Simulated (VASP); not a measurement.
**TiO2 (Anatase): what each functional gives, and what it costs**

Which functional reproduces the measured band gap of TiO2 (Anatase), and what does it cost? The levels: LDA, PBEsol, PBE, r2SCAN, TB-mBJ, TPSS, HSE06, r2SCAN0 and HSEsol. The start is a cell from a database of measured crystal structures.

Calculated with VASP 6.6.1; LDA; plane waves and PAW (Ti_sv, O), in the first sound run; inputs show where later runs differ.

**Measured values to reproduce.**

For TiO2, anatase (commercial powder, mean particle diameter 143 nm, hand pressed, 300 K), “Part I: determination of a structure/property transformation mechanism responsible for changes in the point of zero change of anatase titania with decreasing particle size” (2024, pmc:11477903) gives, by UV-VIS-NIR reflection spectroscopy: band gap (indirect optical gap from reflection cut-off wavelength, 143 nm …) 3.261 eV [Gap from reflection cut-off wavelength, not a Tauc fit; hand-pressed powder; same powder …].

**1. The structure**

Symmetry: I4_1/amd, No. 141, tetragonal system. Conventional cell: a = 3.784 Å, b = 3.784 Å, c = 9.515 Å, α = 90.00°, β = 90.00°, γ = 90.00°. Ti has 6 O at 1.93 to 1.98 Å nearest. Nearest to O lie 3 Ti at 1.93 to 1.98 Å. Farther neighbours and most contacts between anions are not listed.

**2. Bands with LDA**

The mesh alone shows little of the dispersion and can miss band extrema, so KPOINTS_OPT adds a path through the symmetry points after the self-consistent cycle. LDA, the lowest rung, knows the local density alone.

File INCAR:

```
SYSTEM = TiO2
PREC = Accurate
ENCUT = 520
EDIFF = 1E-06
NELM = 100
ISMEAR = 0
SIGMA = 0.02
LREAL = .FALSE.
ALGO = Normal
GGA = CA
NBANDS = 40
LASPH = .TRUE.
LORBIT = 11
LWAVE = .FALSE.
LCHARG = .FALSE.
KPAR = 8
```

File POSCAR:

```
TiO2
1.0
   -1.8921000000      1.8921000000      4.7573000000
    1.8921000000     -1.8921000000      4.7573000000
    1.8921000000      1.8921000000     -4.7573000000
Ti O
2 4
Direct
    0.0000000000      0.0000000000      0.0000000000
    0.7500000000      0.2500000000      0.5000000000
    0.2081000000      0.2081000000      0.0000000000
    0.9581000000      0.4581000000      0.5000000000
    0.5419000000      0.0419000000      0.5000000000
    0.7919000000      0.7919000000      0.0000000000
```

File KPOINTS:

```
Automatic mesh
0
Gamma
5 5 5
0 0 0
```

File KPOINTS_OPT:

```
Line mode
16
Line-mode
Reciprocal
  0.00000000   0.00000000   0.00000000 GAMMA
  0.00000000   0.00000000   0.50000000 X

  0.00000000   0.00000000   0.50000000 X
 -0.07909283   0.07909283   0.50000000 Y

 -0.07909283   0.07909283   0.50000000 Y
 -0.28954641   0.28954641   0.28954641 S

 -0.28954641   0.28954641   0.28954641 S
  0.00000000   0.00000000   0.00000000 GAMMA

  0.00000000   0.00000000   0.00000000 GAMMA
  0.50000000   0.50000000  -0.50000000 Z

  0.50000000   0.50000000  -0.50000000 Z
  0.28954641   0.71045359  -0.28954641 S1

  0.28954641   0.71045359  -0.28954641 S1
  0.00000000   0.50000000   0.00000000 N

  0.00000000   0.50000000   0.00000000 N
  0.25000000   0.25000000   0.25000000 P

  0.25000000   0.25000000   0.25000000 P
  0.50000000   0.50000000  -0.07909283 Y1

  0.50000000   0.50000000  -0.07909283 Y1
  0.50000000   0.50000000  -0.50000000 Z

  0.00000000   0.00000000   0.50000000 X
  0.25000000   0.25000000   0.25000000 P
```

The projector-augmented-wave data sets are Ti_sv and O (PBE family, release 64).

On the command line:

```bash
> mpirun -np 8 vasp_std
```

Log:

```text
[banner, memory and clock lines left out]
running    8 mpi-ranks, on    1 nodes
 distrk:  each k-point on    1 cores,    8 groups
 distr:  one band on    1 cores,    1 groups

 POSCAR found type information on POSCAR TiO
 POSCAR found :  2 types and       6 ions
|                                                                             |
|           W    W    AA    RRRRR   N    N  II  N    N   GGGG   !!!           |
|           W    W   A  A   R    R  NN   N  II  NN   N  G    G  !!!           |
|           W    W  A    A  R    R  N N  N  II  N N  N  G       !!!           |
|           W WW W  AAAAAA  RRRRR   N  N N  II  N  N N  G  GGG   !            |
|           WW  WW  A    A  R   R   N   NN  II  N   NN  G    G                |
|           W    W  A    A  R    R  N    N  II  N    N   GGGG   !!!           |
|                                                                             |
|     For optimal performance we recommend to set                             |
|       NCORE = 2 up to number-of-cores-per-socket                            |
|     NCORE specifies how many cores store one orbital (NPAR=cpu/NCORE).      |
|     This setting can greatly improve the performance of VASP for DFT.       |
|     The default, NCORE=1 might be grossly inefficient on modern             |
|     multi-core architectures or massively parallel machines. Do your        |
|     Unfortunately you need to use the default for GW and RPA                |
|     calculations (for HF NCORE is supported but not extensively tested      |
|     yet).                                                                   |
|                                                                             |

|                                                                             |
|               ----> ADVICE to this user running VASP <----                  |
|                                                                             |
|     You enforced a specific xc type in the INCAR file but a different       |
|     [... a line on the potential file left out ...]
|     I HOPE YOU KNOW WHAT YOU ARE DOING!                                     |
|                                                                             |

 LDA part: xc-table for (Slater(with rela. corr.)+CA(PZ))
 , standard interpolation
 POSCAR, INCAR and KPOINTS ok, starting setup
 FFT: planning ... GRIDC
 FFT: planning ... GRID_SOFT
 FFT: planning ... GRID
 WAVECAR not read
 entering main loop
       N       E                     dE             d eps       ncg     rms          rms(c)
DAV:   1     0.624572236882E+03    0.62457E+03   -0.22824E+04  1448   0.139E+03
DAV:   2     0.111217829192E+02   -0.61345E+03   -0.55459E+03  1504   0.434E+02
DAV:   3    -0.705538905353E+02   -0.81676E+02   -0.79897E+02  1864   0.158E+02
DAV:   4    -0.752221719493E+02   -0.46683E+01   -0.46464E+01  2144   0.334E+01
DAV:   5    -0.753685553409E+02   -0.14638E+00   -0.14638E+00  1808   0.469E+00    0.323E+01
DAV:   6    -0.599389671799E+02    0.15430E+02   -0.38413E+01  1864   0.726E+01    0.118E+01
DAV:   7    -0.592918010778E+02    0.64717E+00   -0.74968E+00  1720   0.267E+01    0.103E+01
DAV:   8    -0.590955488482E+02    0.19625E+00   -0.47270E-01  1736   0.541E+00    0.685E+00
DAV:   9    -0.590984337544E+02   -0.28849E-02   -0.47540E-01  2184   0.944E+00    0.333E+00
DAV:  10    -0.589987103464E+02    0.99723E-01   -0.17027E-01  1840   0.417E+00    0.189E+00
DAV:  11    -0.589697568194E+02    0.28954E-01   -0.44854E-02  1984   0.284E+00    0.447E-01
DAV:  12    -0.589690696816E+02    0.68714E-03   -0.62187E-03  1592   0.643E-01    0.313E-01
DAV:  13    -0.589687800714E+02    0.28961E-03   -0.61257E-04  1896   0.145E-01    0.110E-01
DAV:  14    -0.589686444142E+02    0.13566E-03   -0.46999E-04  1832   0.102E-01    0.440E-02
DAV:  15    -0.589686408868E+02    0.35274E-05   -0.28630E-05  1824   0.289E-02    0.318E-02
DAV:  16    -0.589686311691E+02    0.97177E-05   -0.10573E-05  1928   0.468E-02    0.807E-03
DAV:  17    -0.589686311452E+02    0.23892E-07   -0.24092E-06  1648   0.806E-03
   1 F= -.58968631E+02 E0= -.58968631E+02  d E =-.171767E-32
 Start KPOINTS_OPT (optional k-point list driver)
k-point batch [1-18\176]
       N       E                     dE             ncg
DAV:   1    -0.620730217615E+02   -0.19495E+05     1440
DAV:   2    -0.103801650580E+05   -0.10318E+05     1520
DAV:   3    -0.116804511320E+05   -0.13003E+04     1864
DAV:   4    -0.117735899630E+05   -0.93139E+02     2168
DAV:   5    -0.117768061270E+05   -0.32162E+01     1704
DAV:   6    -0.117769038989E+05   -0.97772E-01     1960
DAV:   7    -0.117769050386E+05   -0.11396E-02     1704
DAV:   8    -0.117769050763E+05   -0.37695E-04     1784
DAV:   9    -0.117769050765E+05   -0.20930E-06     1064
[...]
k-point batch [163-176\176]
       N       E                     dE             ncg
DAV:   1     0.514122455676E+04   -0.26142E+05     1120
DAV:   2    -0.288561230953E+04   -0.80268E+04     1152
DAV:   3    -0.392278839234E+04   -0.10372E+04     1520
DAV:   4    -0.399288701081E+04   -0.70099E+02     1608
DAV:   5    -0.399496019836E+04   -0.20732E+01     1368
DAV:   6    -0.399498696418E+04   -0.26766E-01     1592
DAV:   7    -0.399498728863E+04   -0.32444E-03     1392
DAV:   8    -0.399498729274E+04   -0.41154E-05     1120
DAV:   9    -0.399498729285E+04   -0.10751E-06      824
```

Wall time 69 s (8 MPI ranks of Intel Xeon Platinum 8559C (Emerald Rapids), shared host); peak memory 2.2 GiB.

The logs omit lines about the potential files and the build; timing stands in the text.

Parts of OUTCAR (step 2):

```text
ion  position               nearest neighbor table
   1  0.000  0.000  0.000-   5 1.93   4 1.93   5 1.93   4 1.93   3 1.98   6 1.98
   2  0.750  0.250  0.500-   6 1.93   3 1.93   6 1.93   3 1.93   4 1.98   5 1.98
   3  0.208  0.208  0.000-   2 1.93   2 1.93   1 1.98
   4  0.958  0.458  0.500-   1 1.93   1 1.93   2 1.98
   5  0.542  0.042  0.500-   1 1.93   1 1.93   2 1.98
   6  0.792  0.792  0.000-   2 1.93   2 1.93   1 1.98

  LATTYP: Found a body centered tetragonal cell.
 ALAT       =     3.7842000000
 C/A-ratio  =     2.5142962846

 Subroutine GETGRP returns: Found 16 space group operations
 (whereof  8 operations were pure point group operations)

The static configuration has the point symmetry D_2d.
 The point group associated with its full space group is D_4h.

 Found     18 irreducible k-points:

   k-points           NKPTS =     18   k-points in BZ     NKDIM =     18   number of bands    NBANDS=     40

   dimension x,y,z NGX =    42 NGY =   42 NGZ =   42
   dimension x,y,z NGXF=    84 NGYF=   84 NGZF=   84

   ENCUT  =  520.0 eV  38.22 Ry    6.18 a.u.  10.15 10.15 10.15*2*pi/ulx,y,z

   NELECT =      48.0000    total number of electrons

 k-points in reciprocal lattice and weights: Automatic mesh
   0.00000000  0.00000000  0.00000000       0.008
   0.20000000 -0.00000000  0.00000000       0.064
   0.40000000  0.00000000  0.00000000       0.064
   0.20000000  0.20000000  0.00000000       0.064
   0.40000000  0.20000000  0.00000000       0.128
  -0.40000000  0.20000000 -0.00000000       0.128
  -0.20000000  0.20000000  0.00000000       0.032
   0.40000000  0.40000000  0.00000000       0.064
  -0.40000000  0.40000000  0.00000000       0.032
[...]
-0.40000000  0.40000000  0.40000000       0.032
  -0.40000000 -0.40000000  0.40000000       0.016

 average (electrostatic) potential at core
       1 -76.7962       2 -76.7962       3 -70.2577       4 -70.2577       5 -70.2577
       6 -70.2577

 E-fermi :   3.1859

 k-point     1 :       0.0000    0.0000    0.0000
  band No.  band energies     occupation
    ...
     20       2.2559      2.00000
     21       2.2559      2.00000
     22       2.2579      2.00000
     23       2.5496      2.00000
     24       2.5496      2.00000
     25       5.0192      0.00000
     26       5.7872      0.00000
     27       6.9356      0.00000
     28       6.9356      0.00000
     29       6.9751      0.00000
    ...

 k-point     2 :       0.2000   -0.0000    0.0000
  band No.  band energies     occupation
    ...
     20       1.5312      2.00000
     21       1.8535      2.00000
     22       2.2415      2.00000
     23       2.2645      2.00000
     24       2.5438      2.00000
     25       5.7615      0.00000
     26       5.9751      0.00000
     27       6.3330      0.00000
     28       6.5976      0.00000
     29       6.8501      0.00000
    ...

 k-point     3 :       0.4000    0.0000    0.0000
  band No.  band energies     occupation
    ...
     20       1.0792      2.00000
     21       1.1347      2.00000
     22       2.0842      2.00000
     23       2.1908      2.00000
     24       2.4065      2.00000
     25       6.1064      0.00000
     26       6.4475      0.00000
     27       6.5274      0.00000
     28       6.5960      0.00000
     29       7.0736      0.00000
    ...

  Total       -2.4786538     -2.4786538     -2.0887064      0.0000000      0.0000000      0.0000000
  in kB      -58.2931802    -58.2931802    -49.1223651      0.0000000      0.0000000      0.0000000
  external PRESSURE =     -55.2362418 kB  Pullay stress =       0.0000000 kB

  energy-cutoff  :      520.00
  volume of cell :       68.13
      direct lattice vectors                 reciprocal lattice vectors
    -1.892100000  1.892100000  4.757300000     0.000000000  0.264256646  0.105101633
     1.892100000 -1.892100000  4.757300000     0.264256646  0.000000000  0.105101633
     1.892100000  1.892100000 -4.757300000     0.264256646  0.264256646  0.000000000

 POSITION                                       TOTAL-FORCE (eV/Angst)
 -----------------------------------------------------------------------------------
      0.00000      0.00000      0.00000        -0.000000     -0.000000      0.000000
      0.00000      1.89210      2.37865        -0.000000     -0.000000     -0.000000
      0.00000      0.00000      1.97999         0.000000     -0.000000     -0.091513
      0.00000      1.89210      4.35864        -0.000000      0.000000     -0.091513
      0.00000      1.89210      0.39866        -0.000000      0.000000      0.091513
      0.00000      0.00000      7.53461         0.000000     -0.000000      0.091513
 -----------------------------------------------------------------------------------
    total drift:                                0.000000      0.000000      0.000000

  FREE ENERGIE OF THE ION-ELECTRON SYSTEM (eV)
  ---------------------------------------------------
  free  energy   TOTEN  =       -58.9686311452 eV

  energy  without entropy=      -58.9686311452  energy(sigma->0) =      -58.96863115

 total charge
# of ion       s       p       d       tot
------------------------------------------
    1        2.229   6.309   1.783  10.321
    2        2.229   6.309   1.783  10.321
    3        1.559   3.478   0.000   5.037
    4        1.559   3.478   0.000   5.037
    5        1.559   3.478   0.000   5.037
    6        1.559   3.478   0.000   5.037
--------------------------------------------------
tot         10.694  26.528   3.566  40.788

[... 3 further parts left out ...]
```

The PAW data sets were made with PBE, though LDA sets exist; this is a small mismatch. At this level the cell is under a tension of 5.5 GPa, so at these settings it is away from equilibrium.

Numbers from this step:

```yaml
scf_cycles: 17
electrons: 48
bands: 40
irreducible_k_points: 18
symmetry_operations: 16
free_energy_toten: -58.9686 eV
fermi_energy: 3.186 eV
pressure: -5.524 GPa
metallic: no
least_gap_on_mesh_and_path: 1.980 eV
least_direct_gap_on_mesh_and_path: 2.334 eV
valence_top_at_k: 0, 0, 0.4333
conduction_bottom_at_k: 0, 0, 0
least_direct_gap_at_k: 0.2667, 0.2667, -0.2667
```

The electronic bands at the labelled points (eV, zero at the valence-band top; v1 is the highest filled band, c1 the lowest empty one):

| point | v4 | v3 | v2 | v1 | c1 | c2 | c3 | c4 |
| --- | --- | --- | --- | --- | --- | --- | --- | --- |
| Γ | -0.78 | -0.78 | -0.49 | -0.49 | 1.98 | 2.75 | 3.90 | 3.90 |
| 0.47 of the way | -1.83 | -1.05 | -0.60 | -0.27 | 2.86 | 3.04 | 3.40 | 3.59 |
| X | -2.12 | -2.12 | -0.05 | -0.05 | 3.25 | 3.25 | 3.75 | 3.75 |
| 0.53 of the way | -2.07 | -2.07 | -0.06 | -0.06 | 3.24 | 3.24 | 3.73 | 3.73 |
| Y | -1.96 | -1.96 | -0.09 | -0.09 | 3.22 | 3.22 | 3.69 | 3.69 |
| 0.47 of the way | -1.97 | -1.12 | -0.48 | -0.38 | 3.06 | 3.09 | 3.54 | 3.66 |
| S | -1.22 | -0.95 | -0.94 | -0.84 | 3.11 | 3.38 | 3.49 | 3.55 |
| 0.47 of the way | -1.55 | -0.97 | -0.85 | -0.62 | 3.04 | 3.27 | 3.30 | 3.55 |
| Γ | -0.78 | -0.78 | -0.49 | -0.49 | 1.98 | 2.75 | 3.90 | 3.90 |
| 0.53 of the way | -1.12 | -1.12 | -0.23 | -0.23 | 2.10 | 2.61 | 3.73 | 3.73 |
| Z | -1.29 | -1.29 | -0.13 | -0.13 | 2.35 | 2.35 | 3.68 | 3.68 |
| 0.53 of the way | -1.33 | -0.70 | -0.66 | -0.61 | 2.65 | 3.18 | 3.30 | 3.45 |
| S1 | -1.22 | -0.95 | -0.94 | -0.84 | 3.11 | 3.38 | 3.49 | 3.55 |
| 0.47 of the way | -1.50 | -1.01 | -0.85 | -0.77 | 3.14 | 3.40 | 3.50 | 3.58 |
| N | -2.01 | -0.99 | -0.86 | -0.65 | 3.13 | 3.46 | 3.49 | 3.59 |
| 0.47 of the way | -1.91 | -1.02 | -0.61 | -0.41 | 3.05 | 3.16 | 3.60 | 3.63 |
| P | -1.63 | -1.63 | -0.26 | -0.26 | 3.50 | 3.50 | 3.53 | 3.53 |
| 0.47 of the way | -1.91 | -1.71 | -0.20 | -0.14 | 3.31 | 3.35 | 3.64 | 3.69 |
| Y1 | -1.96 | -1.96 | -0.09 | -0.09 | 3.22 | 3.22 | 3.69 | 3.69 |
| 0.47 of the way | -1.18 | -1.18 | -0.50 | -0.50 | 2.97 | 2.97 | 3.46 | 3.46 |
| Z | -1.29 | -1.29 | -0.13 | -0.13 | 2.35 | 2.35 | 3.68 | 3.68 |
| jump to X | -2.12 | -2.12 | -0.05 | -0.05 | 3.25 | 3.25 | 3.75 | 3.75 |
| 0.47 of the way | -1.87 | -1.87 | -0.14 | -0.14 | 3.32 | 3.32 | 3.69 | 3.69 |
| P | -1.63 | -1.63 | -0.26 | -0.26 | 3.50 | 3.50 | 3.53 | 3.53 |

Of the projections kept (Ti, O), the largest for each band there; the rest of the weight can lie on other orbitals:

| point | v4 | v3 | v2 | v1 | c1 | c2 | c3 | c4 |
| --- | --- | --- | --- | --- | --- | --- | --- | --- |
| Γ | O 0.80 | O 0.86 | O 1.00 | O 1.00 | Ti 1.00 | Ti 1.00 | Ti 0.84 | Ti 0.84 |
| X | O 0.74 | O 0.74 | O 0.96 | O 0.96 | Ti 0.95 | Ti 0.95 | Ti 0.81 | Ti 0.81 |
| Y | O 0.75 | O 0.75 | O 0.96 | O 0.96 | Ti 0.95 | Ti 0.95 | Ti 0.82 | Ti 0.82 |
| S | O 0.91 | O 0.89 | O 0.95 | O 0.84 | Ti 0.90 | Ti 0.97 | Ti 0.85 | Ti 0.94 |
| Γ | O 0.80 | O 0.86 | O 1.00 | O 1.00 | Ti 1.00 | Ti 1.00 | Ti 0.84 | Ti 0.84 |
| Z | O 0.85 | O 0.85 | O 0.96 | O 0.96 | Ti 1.00 | Ti 1.00 | Ti 0.96 | Ti 0.96 |

Force by atom:

| atom | x (eV/Å) | y (eV/Å) | z (eV/Å) | size |
| --- | --- | --- | --- | --- |
| Ti1 | 0.0000 | 0.0000 | 0.0000 | 0.0000 |
| Ti2 | 0.0000 | 0.0000 | 0.0000 | 0.0000 |
| O3 | 0.0000 | 0.0000 | -0.0915 | 0.0915 |
| O4 | 0.0000 | 0.0000 | -0.0915 | 0.0915 |
| O5 | 0.0000 | 0.0000 | 0.0915 | 0.0915 |
| O6 | 0.0000 | 0.0000 | 0.0915 | 0.0915 |

The gap is 1.98 eV, indirect. The gap lies -1.28 eV from the measured 3.26 eV.

(Part 1 of 5 ends here.)

[Lines on the potential files, build, host, timing and source positions are cut from VASP's logs without a mark.]

[Logs are printed without paths, hosts, clocks, repeated set-up lines and the standing remarks that a program may print on its own settings, such as how far it seeks lower states.]

[Hosts, paths, dates, database ids (printed as entryN), source tags and the programs' standing remarks are cut or masked in the printed files.]

[A measured line is paired with the nearest computed mode of its activity, which favours agreement.]
